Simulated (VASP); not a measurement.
Energy against volume of TiC (rock salt). Level of theory: optB88-vdW, VASP's PBE PAW potentials (set 64) (plane waves; VASP).

```
V (Å³/atom)  E (eV/atom)
-----------  -----------
9.573           -7.31832
9.878           -7.34272
10.184          -7.35041
10.489          -7.34374
10.795          -7.32470
```

Question: Fit a third-order Birch-Murnaghan equation of state.

Answer: 
```yaml
volume_per_atom: 10.19 Å^3/atom
bulk_modulus: 250 GPa
pressure_derivative_of_the_bulk_modulus: 4.01
lattice_constant_a: 4.336 Å
```

Measured: a 4.330 Å (computed value off by +0.1 %), as given by Guo-Xu Zhang et al., New Journal of Physics (2018), doi:10.1088/1367-2630/aac7f0. The calculation is for a static lattice, while the measured a holds thermal and zero-point effects, which are part of the difference.

The compound is TiC in the rock salt structure. It was relaxed first.
